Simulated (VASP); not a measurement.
**TiC (Khamrabaevite): structure and properties in VASP**

What structure and properties does PBEsol give TiC (Khamrabaevite), and how near are they to the measured ones? The steps: full relaxation (PBEsol), second relaxation, single point with fields (PBEsol), band structure (PBEsol), density of states (PBEsol), volume scan with PBEsol, fit for PBEsol, independent-particle dielectric function (PBEsol) and field gradients at the nuclei (PBEsol). Left out of this account: 1 further run (relaxation: it shows nothing beyond the runs told). The start is a cell from a database of measured crystal structures.

Main program and level: VASP 6.6.1; PBEsol; plane waves and PAW (Ti_sv, C).

Experimental background.

For TiC, fcc rocksalt (polycrystalline pellet, spark plasma sintered), “Reflectance spectral studies of spark plasma sintered tungsten carbide pellet” (2024, arxiv:2411.15754) gives, by X-ray diffraction: lattice constant a (cubic a, SPS sample (HP sample identical)) 4.325 Å.

This is a report of a sequence of runs, with most program output left out.

## 1. Starting point

Before any relaxation, the start is as follows. Symmetry: Fm-3m, No. 225, cubic system. The conventional cell has a = 4.328 Å, b = 4.328 Å, c = 4.328 Å, α = 90.00°, β = 90.00°, γ = 90.00°. Nearest to Ti lie 6 C at 2.16 Å. Nearest to C lie 6 Ti at 2.16 Å. Farther neighbours are not listed.

Coordinates:

```xyz
2
Lattice="0.0000 2.1640 2.1640 2.1640 0.0000 2.1640 2.1640 2.1640 0.0000" Properties=species:S:1:pos:R:3 pbc="T T T"
Ti    0.0000    0.0000    0.0000
C     2.1640    2.1640    2.1640
```

## 2. Full relaxation (PBEsol)

Properties are meant for the cell that this level of theory prefers, so cell and atoms are relaxed first (ISIF = 3) until forces and stress are small; EDIFFG sets the threshold. PBEsol restores the gradient expansion of exchange and is tuned for the cells of solids.

Input file INCAR:

```
SYSTEM = TiC
PREC = Accurate
ENCUT = 520
EDIFF = 1E-06
NELM = 100
ISMEAR = 0
SIGMA = 0.05
LREAL = .FALSE.
ALGO = Normal
GGA = PS
NBANDS = 14
LASPH = .TRUE.
LORBIT = 11
LWAVE = .FALSE.
LCHARG = .FALSE.
KPAR = 2
IBRION = 2
NSW = 60
ISIF = 3
EDIFFG = -0.01
```

Input file POSCAR:

```
TiC
1.0
    0.0000000000      2.1640000000      2.1640000000
    2.1640000000      0.0000000000      2.1640000000
    2.1640000000      2.1640000000      0.0000000000
Ti C
1 1
Direct
    0.0000000000      0.0000000000      0.0000000000
    0.5000000000      0.5000000000      0.5000000000
```

Input file KPOINTS:

```
Automatic mesh
0
Gamma
8 8 8
0 0 0
```

Potentials, in the order of the species: Ti_sv and C (PBE family, release 64).

Command:

```sh
mpirun -np 2 vasp_std
```

It took 14 s on 2 MPI ranks of AMD EPYC 7R43, shared host; peak memory 0.23 GiB.

The k-mesh is coarse for a metal. The PAW data sets were made with PBE, which is usual practice but a small mismatch for other functionals. The run keeps the 48 symmetry operations of its start, so it cannot find a distortion of lower symmetry.

The steps of the relaxation:

```
step  energy less that of the first step (eV)  largest force (eV/Å)  pressure (GPa)  volume (Å³)
   1                                   0.0000                0.0000           -5.84        20.27
   2                                   0.0072                0.0000            8.66        19.20
   3                                  -0.0087                0.0000           -0.04        19.81
```

```
conventional cell, symmetrised  before  after  change
                         a (Å)   4.328  4.295  -0.8 %
                         b (Å)   4.328  4.295  -0.8 %
                         c (Å)   4.328  4.295  -0.8 %
              volume (Å³/atom)   10.13   9.90  -2.3 %
```

The relaxed structure:

```xyz
2
Lattice="0.0000 2.1475 2.1475 2.1475 0.0000 2.1475 2.1475 2.1475 0.0000" Properties=species:S:1:pos:R:3 pbc="T T T"
Ti    0.0000    0.0000    0.0000
C     2.1475    2.1475    2.1475
```

This step gave:

```yaml
electrons: 16
bands: 14
irreducible_k_points: 29
symmetry_operations: 48
free_energy_toten: -19.80 eV
energy_at_zero_smearing: -19.80 eV
fermi_energy: 9.573 eV
pressure: -0.03788 GPa
metallic: yes
scf_cycles_over_all_ionic_steps: 35
```

It ends with forces that vanish by symmetry and a pressure of -0.04 GPa. The volume lies -2.3 % from that of the database's start, which holds the thermal and zero-point expansion of its experiment.

## 3. Second relaxation

A relaxation keeps the plane waves of the cell it began with, so it is repeated from the new cell, on a basis made for it.

INCAR is that of step 2.

Input file POSCAR:

```
TiC
1.0
    0.0000000000      2.1474690364      2.1474690364
    2.1474690364      0.0000000000      2.1474690364
    2.1474690364      2.1474690364      0.0000000000
Ti C
1 1
Direct
    0.0000000000      0.0000000000      0.0000000000
    0.5000000000      0.5000000000      0.5000000000
```

KPOINTS is that of step 2.

Command:

```sh
mpirun -np 2 vasp_std
```

Wall time 5.6 s (2 MPI ranks); peak memory 0.21 GiB.

Little changed from the start: no atom moved by 0.005 Å and no cell edge by 0.1 %.

This step gave:

```
pressure                        : -0.06437 GPa
SCF cycles over all ionic steps : 14
```

It ends with forces that vanish by symmetry and a pressure of -0.06 GPa. The volume moved by under 0.01 %: the run met its threshold at the first step.

## 4. Single point with fields (PBEsol)

A single point on the relaxed cell gives a clean self-consistent state, with density, ELF and potential written out.

INCAR, as its differences from that of step 3:

```diff
@@ -14,7 +14,5 @@
 LWAVE = .FALSE.
-LCHARG = .FALSE.
-KPAR = 2
-IBRION = 2
-NSW = 60
-ISIF = 3
-EDIFFG = -0.01
+LCHARG = .TRUE.
+ISIF = 2
+LELF = .TRUE.
+LVHAR = .TRUE.
```

POSCAR is that of step 3.

KPOINTS is that of step 3.

Command:

```sh
mpirun -np 2 vasp_std
```

Wall time 6.8 s (2 MPI ranks); peak memory 0.18 GiB; 12 s of CPU time.

Numbers from this step:

| Item | Value |
| --- | --- |
| SCF cycles | 14 |

Valence electrons inside each PAW sphere by angular momentum. Sphere charges, by row:

```
atom  s (e)  p (e)  d (e)  tot (e)
 Ti1  2.206  6.263  1.994    10.46
  C2  0.893  1.506      0    2.399
```

Valence density in the ac plane of the conventional cell at fractional y = 0.000, with atoms of Ti and C within 0.2 Å of it. It is the smooth field of the valence electrons, not physical close to the nuclei.

Ten even steps from '_' (0 e/Å³) to '@' (13 e/Å³), each cell a mean:
```
%%==..______....________::**
--..______________________::
____________________________
____________________________
____________....____________
..________..==++--__________
__..______--%%@@++..______..
..________::**%%==..______..
____________::--..__________
____________________________
____________________________
..________________________..
++--__________..________..==
@@++..______..__..______--%%
```
Columns run along a (4.3 Å), rows up along c (4.3 Å), edges of the conventional cell, whose origin can differ from the input's. Atoms in or near the plane, at fractional coordinates: Ti at (0.00, 0.00), Ti at (0.50, 0.50), C at (0.50, 0.00), C at (0.00, 0.50).

Electrostatic potential energy in the ac plane of the conventional cell at fractional y = 0.000, with atoms of Ti and C within 0.2 Å of it. With pseudopotentials it is smooth inside the atoms' cores, unlike the true potential.

Ten even steps from '0' (-62 eV) to '9' (0 eV), each cell a mean:
```
01489634389720
23699865799852
67999999999987
99999988899999
78999644589998
35897310258973
73796200048954
43897200148963
57998522369986
99999876799999
88999999999998
45899987899964
02589733589731
00489547379620
```
Columns run along a (4.3 Å; values clipped at the 3rd and 97th percentile), rows up along c (4.3 Å), edges of the conventional cell, whose origin can differ from the input's. Atoms in or near the plane, at fractional coordinates: Ti at (0.00, 0.00), Ti at (0.50, 0.50), C at (0.50, 0.00), C at (0.00, 0.50).

ELF in the ac plane of the conventional cell at fractional y = 0.000, with atoms of Ti and C within 0.2 Å of it. It is the smooth field of the valence electrons, not physical close to the nuclei.

Ten even steps from '_' (0.11) to '@' (0.96), each cell a mean:
```
@@##--..++##--::++##--..==%%
++--....++##########--__::==
::..__..--++++**++==::____..
==----........::......::----
####**--__..----::__..==####
==**##--..--##%%++::..++##++
__==##==::++@@@@%%--::**##::
::++##--..==%%@@##--..++##--
######--__::==++--....++####
**++==::____..::..__..--++++
::......::----==----........
--::__..==########**--__..--
%%++::..++##++==**##--..--##
@@%%--::**##::__==##==::++@@
```
Columns run along a (4.3 Å), rows up along c (4.3 Å), edges of the conventional cell, whose origin can differ from the input's. Atoms in or near the plane, at fractional coordinates: Ti at (0.00, 0.00), Ti at (0.50, 0.50), C at (0.50, 0.00), C at (0.00, 0.50).

In this run the pressure is -0.06 GPa, small enough to go on.

## 5. Band structure (PBEsol)

Levels along the symmetry lines show where the bands peak and cross; KPOINTS_OPT computes them in the converged potential.

Input file INCAR:

```
SYSTEM = TiC
PREC = Accurate
ENCUT = 520
EDIFF = 1E-06
NELM = 100
ISMEAR = 0
SIGMA = 0.05
LREAL = .FALSE.
ALGO = Normal
GGA = PS
NBANDS = 20
LASPH = .TRUE.
LORBIT = 11
LWAVE = .FALSE.
LCHARG = .FALSE.
KPAR = 2
```

POSCAR is that of step 4.

KPOINTS is that of step 4.

Input file KPOINTS_OPT:

```
Line mode
16
Line-mode
Reciprocal
  0.00000000   0.00000000   0.00000000 GAMMA
  0.50000000   0.00000000   0.50000000 X

  0.50000000   0.00000000   0.50000000 X
  0.50000000   0.25000000   0.75000000 W

  0.50000000   0.25000000   0.75000000 W
  0.37500000   0.37500000   0.75000000 K

  0.37500000   0.37500000   0.75000000 K
  0.00000000   0.00000000   0.00000000 GAMMA

  0.00000000   0.00000000   0.00000000 GAMMA
  0.50000000   0.50000000   0.50000000 L

  0.50000000   0.50000000   0.50000000 L
  0.62500000   0.25000000   0.62500000 U

  0.62500000   0.25000000   0.62500000 U
  0.50000000   0.25000000   0.75000000 W

  0.50000000   0.25000000   0.75000000 W
  0.50000000   0.50000000   0.50000000 L

  0.50000000   0.50000000   0.50000000 L
  0.37500000   0.37500000   0.75000000 K

  0.62500000   0.25000000   0.62500000 U
  0.50000000   0.00000000   0.50000000 X
```

Command:

```sh
mpirun -np 2 vasp_std
```

Wall time 21 s (2 MPI ranks); peak memory 0.23 GiB; 39 s of CPU time.

This step gave:

| Item | Value |
| --- | --- |
| SCF cycles | 13 |
| bands | 20 |
| pressure | -0.2668 GPa |

Electronic bands along the path, in eV, zero at the Fermi level; # counts the bands kept:

```
          point      #1     #2     #3     #4     #5    #6    #7    #8
              Γ  -12.45   0.70   0.70   0.70   1.77  1.77  1.77  1.81
0.53 of the way  -10.79  -3.63  -0.78  -0.38  -0.38  2.37  4.00  4.00
              X  -10.13  -3.43  -1.72   0.03   0.03  2.86  3.68  3.68
0.47 of the way   -9.87  -3.41  -2.43  -1.45   1.16  3.63  3.68  4.11
              W   -9.49  -3.18  -3.18  -2.73   2.91  2.91  3.68  5.41
0.53 of the way   -9.54  -3.40  -3.33  -2.13   2.02  3.25  3.87  5.45
              K   -9.57  -3.54  -3.37  -1.72   1.52  3.28  4.00  5.67
0.47 of the way  -10.37  -3.67  -2.36  -2.22   1.76  2.99  3.86  4.74
              Γ  -12.45   0.70   0.70   0.70   1.77  1.77  1.77  1.81
0.47 of the way  -11.26  -2.47  -1.55  -1.55   1.72  1.72  2.86  5.80
              L   -8.81  -5.96  -2.95  -2.95   3.05  3.05  4.28  8.33
0.47 of the way   -9.06  -5.27  -3.02  -2.61   2.66  3.04  4.03  7.04
              U   -9.57  -3.54  -3.37  -1.72   1.52  3.28  4.00  5.67
0.47 of the way   -9.54  -3.40  -3.33  -2.13   2.02  3.25  3.87  5.45
              W   -9.49  -3.18  -3.18  -2.73   2.91  2.91  3.68  5.41
0.47 of the way   -9.20  -4.82  -3.05  -2.49   2.72  2.85  3.94  6.57
              L   -8.81  -5.96  -2.95  -2.95   3.05  3.05  4.28  8.33
0.47 of the way   -9.06  -5.27  -3.02  -2.61   2.66  3.04  4.03  7.04
              K   -9.57  -3.54  -3.37  -1.72   1.52  3.28  4.00  5.67
      jump to U   -9.57  -3.54  -3.37  -1.72   1.52  3.28  4.00  5.67
0.53 of the way   -9.99  -3.42  -2.26  -0.62   0.44  3.59  3.75  3.76
              X  -10.13  -3.43  -1.72   0.03   0.03  2.86  3.68  3.68
```

Of the projections kept (Ti, C), the largest for each band there; the rest of the weight can lie on other orbitals:

```
point      #1       #2       #3       #4       #5       #6       #7       #8
    Γ  C 0.68  Ti 1.00  Ti 1.00  Ti 1.00   C 0.94   C 0.94   C 0.94  Ti 1.00
    X  C 0.67   C 0.58  Ti 1.00   C 0.79   C 0.79  Ti 1.00  Ti 1.00  Ti 1.00
    W  C 0.70  Ti 0.58  Ti 0.58  Ti 0.54  Ti 0.81  Ti 0.81  Ti 1.00  Ti 0.89
    K  C 0.70  Ti 0.62  Ti 0.50  Ti 0.54  Ti 0.78  Ti 1.00  Ti 0.91  Ti 0.81
    Γ  C 0.68  Ti 1.00  Ti 1.00  Ti 1.00   C 0.94   C 0.94   C 0.94  Ti 1.00
    L  C 0.79  Ti 0.60  Ti 0.63  Ti 0.63  Ti 0.99  Ti 0.99  Ti 0.86  Ti 0.54
```

There is no gap at this level.

Of the bands kept, 4 cross the Fermi level on this path.

## 6. Density of states (PBEsol)

Here the states are counted by energy and projected on the atoms. The mesh is finer than in the run before.

INCAR, as its differences from that of step 5:

```diff
@@ -5,3 +5,3 @@
 NELM = 100
-ISMEAR = 0
+ISMEAR = -5
 SIGMA = 0.05
@@ -16 +16,2 @@
 KPAR = 2
+NEDOS = 2001
```

POSCAR is that of step 5.

Input file KPOINTS:

```
Automatic mesh
0
Gamma
11 11 11
0 0 0
```

Command:

```sh
mpirun -np 2 vasp_std
```

It took 14 s on 2 MPI ranks; peak memory 0.22 GiB.

With tetrahedra the forces and stress of a metal are not exact derivatives of the energy.

This step gave:

```yaml
scf_cycles: 15
irreducible_k_points: 56
fermi_energy: 9.636 eV
pressure: -0.07188 GPa
dos_at_the_fermi_level: 0.2280 states/eV/cell
```

The density of states has structure finer than the step of the table below, so its rows give means over 0.5 eV, whole bins alone (the curve runs from -12.0 to 1.66 eV). Peaks (eV: height): total -9.52: 2.18, -4.02: 1.39, -2.98: 2.86, -2.51: 3.31; Ti d -9.52: 0.235, -4.02: 0.276, -2.98: 0.969, -2.51: 1.23; C p -4.02: 0.344, -2.98: 0.695, -2.51: 0.884; Ti p -9.43: 0.130, -3.55: 0.138, -3.08: 0.195, -2.51: 0.100; Ti s -10.09: 0.0447, -4.59: 0.0831, -2.51: 0.0209.

States under -12.0 eV and over 1.7 eV are left out. Table of density of states by energy, zero at the Fermi level; means over each step; values in states/eV/cell:

```
energy (eV)   total     Ti d      C p     Ti p     Ti s      C s
      -11.5   0.179   9.7e-4  0.00120  0.00591   0.0226   0.0645
      -11.0   0.267  0.00391  0.00219   0.0123   0.0279   0.0997
      -10.5   0.443   0.0180  0.00326   0.0233   0.0334    0.175
      -10.0    1.07    0.106  0.00445   0.0478   0.0391    0.456
       -9.5    1.64    0.160  0.00401   0.0998   0.0223    0.734
       -9.0   0.275   0.0118   7.5e-4   0.0246  0.00260    0.120
       -8.5       0        0        0        0        0        0
       -8.0       0        0        0        0        0        0
       -7.5       0        0        0        0        0        0
       -7.0       0        0        0        0        0        0
       -6.5       0        0        0        0        0        0
       -6.0  0.0267  0.00472  0.00551   2.6e-4  0.00335   3.0e-4
       -5.5   0.221   0.0402   0.0464  0.00398   0.0249  0.00317
       -5.0   0.490   0.0952    0.107   0.0134   0.0464  0.00801
       -4.5   0.971    0.201    0.222   0.0372   0.0733   0.0158
       -4.0    1.20    0.233    0.294   0.0819   0.0583   0.0168
       -3.5   0.777    0.142    0.194   0.0754   0.0186  0.00998
       -3.0    2.25    0.716    0.541    0.141  0.00825  0.00742
       -2.5    2.59    0.979    0.668   0.0815   0.0129  0.00607
       -2.0    1.53    0.590    0.379   0.0486  0.00749  0.00451
       -1.5   0.918    0.343    0.241   0.0317  0.00401  0.00298
       -1.0   0.604    0.213    0.169   0.0243  0.00196  0.00166
       -0.5   0.330    0.115   0.0931   0.0145   6.7e-4   6.4e-4
        0.0   0.243   0.0990   0.0579   0.0104   5.2e-4   3.7e-4
        0.5   0.421    0.215   0.0724   0.0132  0.00175  0.00119
        1.0   0.695    0.431   0.0818   0.0125  0.00334  0.00237
```

The finer mesh and the other smearing move the Fermi level by +0.06 eV from the 8×8×8 run, one measure of the sampling error in the zero of the bands above. Of the states within 0.3 eV of the Fermi level, the largest shares in the PAW spheres are Ti d 41 % and C p 24 %. The rest lies in smaller channels or between the spheres.

## 7. Volume scan with PBEsol, volume scale 0.94

An equation of state needs energies on both sides of the minimum, all on one mesh and cutoff.

Input file INCAR:

```
SYSTEM = TiC
PREC = Accurate
ENCUT = 520
EDIFF = 1E-06
NELM = 100
ISMEAR = 0
SIGMA = 0.05
LREAL = .FALSE.
ALGO = Normal
GGA = PS
NBANDS = 14
LASPH = .TRUE.
LORBIT = 11
LWAVE = .FALSE.
LCHARG = .FALSE.
KPAR = 2
ISIF = 2
```

Input file POSCAR:

```
TiC
1.0
    0.0000000000      2.1036308370      2.1036308370
    2.1036308370      0.0000000000      2.1036308370
    2.1036308370      2.1036308370      0.0000000000
Ti C
1 1
Direct
    0.0000000000      0.0000000000      0.0000000000
    0.5000000000      0.5000000000      0.5000000000
```

Input file KPOINTS:

```
Automatic mesh
0
Gamma
8 8 8
0 0 0
```

Command:

```sh
mpirun -np 2 vasp_std
```

It took 5.8 s on 2 MPI ranks; peak memory 0.21 GiB; 10 s of CPU time.

The scan keeps the cell's shape and the fractional positions fixed.

Numbers from this step:

```yaml
scf_cycles: 14
bands: 14
irreducible_k_points: 29
free_energy_toten: -19.73 eV
energy_at_zero_smearing: -19.73 eV
fermi_energy: 10.32 eV
pressure: 18.54 GPa
```

The pressure here is 18.54 GPa.

## 8. Volume scan with PBEsol, volume scale 0.96

INCAR is that of step 7.

Input file POSCAR:

```
TiC
1.0
    0.0000000000      2.1184456267      2.1184456267
    2.1184456267      0.0000000000      2.1184456267
    2.1184456267      2.1184456267      0.0000000000
Ti C
1 1
Direct
    0.0000000000      0.0000000000      0.0000000000
    0.5000000000      0.5000000000      0.5000000000
```

KPOINTS is that of step 7.

Command:

```sh
mpirun -np 2 vasp_std
```

It took 5.8 s on 2 MPI ranks; peak memory 0.2 GiB.

Numbers from this step:

```yaml
free_energy_toten: -19.77 eV
energy_at_zero_smearing: -19.77 eV
fermi_energy: 10.07 eV
pressure: 11.70 GPa
```

The pressure falls from 18.54 to 11.70 GPa.

The run ends at a pressure of 11.70 GPa.

## 9. Volume scan with PBEsol, volume scale 0.98

INCAR is that of step 8.

Input file POSCAR:

```
TiC
1.0
    0.0000000000      2.1330560583      2.1330560583
    2.1330560583      0.0000000000      2.1330560583
    2.1330560583      2.1330560583      0.0000000000
Ti C
1 1
Direct
    0.0000000000      0.0000000000      0.0000000000
    0.5000000000      0.5000000000      0.5000000000
```

KPOINTS is that of step 8.

Command:

```sh
mpirun -np 2 vasp_std
```

Run time: 5.6 s. Hardware: 2 MPI ranks; peak memory 0.21 GiB.

The pressure falls from 11.70 to 5.53 GPa.

The run ends at a pressure of 5.53 GPa.

## 10. Volume scan with PBEsol, volume scale 1

INCAR is that of step 9.

Input file POSCAR:

```
TiC
1.0
    0.0000000000      2.1474690364      2.1474690364
    2.1474690364      0.0000000000      2.1474690364
    2.1474690364      2.1474690364      0.0000000000
Ti C
1 1
Direct
    0.0000000000      0.0000000000      0.0000000000
    0.5000000000      0.5000000000      0.5000000000
```

KPOINTS is that of step 9.

Command:

```sh
mpirun -np 2 vasp_std
```

It took 5.6 s on 2 MPI ranks; peak memory 0.21 GiB.

The pressure falls from 5.53 to -0.06 GPa, so it vanishes between these two volumes.

## 11. Volume scan with PBEsol, volume scale 1.02

INCAR is that of step 10.

Input file POSCAR:

```
TiC
1.0
    0.0000000000      2.1616911001      2.1616911001
    2.1616911001      0.0000000000      2.1616911001
    2.1616911001      2.1616911001      0.0000000000
Ti C
1 1
Direct
    0.0000000000      0.0000000000      0.0000000000
    0.5000000000      0.5000000000      0.5000000000
```

KPOINTS is that of step 10.

Command:

```sh
mpirun -np 2 vasp_std
```

The job ended after 5.6 s (2 MPI ranks; peak memory 0.21 GiB; 10 s of CPU time).

The pressure falls from -0.06 to -5.15 GPa.

The run ends at a pressure of -5.15 GPa.

## 12. Volume scan with PBEsol, volume scale 1.04

INCAR is that of step 11.

Input file POSCAR:

```
TiC
1.0
    0.0000000000      2.1757284486      2.1757284486
    2.1757284486      0.0000000000      2.1757284486
    2.1757284486      2.1757284486      0.0000000000
Ti C
1 1
Direct
    0.0000000000      0.0000000000      0.0000000000
    0.5000000000      0.5000000000      0.5000000000
```

KPOINTS is that of step 11.

Command:

```sh
mpirun -np 2 vasp_std
```

Elapsed: 5.8 s, on 2 MPI ranks; peak memory 0.21 GiB.

The pressure falls from -5.15 to -9.66 GPa.

The run ends at a pressure of -9.66 GPa.

## 13. Volume scan with PBEsol, volume scale 1.06

A prediction first. A parabola through the 6 pressures of evenly scaled cells so far, P = -0.08 -266.2 t +561 t² GPa with t = ln(V/V₁) and V₁ the volume at scale 1, gives -13.69 GPa at t = +0.0583.

INCAR is that of step 12.

Input file POSCAR:

```
TiC
1.0
    0.0000000000      2.1895869653      2.1895869653
    2.1895869653      0.0000000000      2.1895869653
    2.1895869653      2.1895869653      0.0000000000
Ti C
1 1
Direct
    0.0000000000      0.0000000000      0.0000000000
    0.5000000000      0.5000000000      0.5000000000
```

KPOINTS is that of step 12.

Command:

```sh
mpirun -np 2 vasp_std
```

Elapsed: 6 s, on 2 MPI ranks; peak memory 0.22 GiB.

The pressure falls from -9.66 to -13.85 GPa. The parabola predicted -13.69 GPa, +0.16 GPa off.

(Part 1 of 2 ends here.)

[Lines on the potential files, build, host, timing and source positions are cut from VASP's logs without a mark.]

[Logs are printed without paths, hosts, clocks, repeated set-up lines and the standing remarks that a program may print on its own settings, such as how far it seeks lower states.]

[Hosts, paths, dates, database ids (printed as entryN), source tags and the programs' standing remarks are cut or masked in the printed files.]

[A measured line is paired with the nearest computed mode of its activity, which favours agreement.]
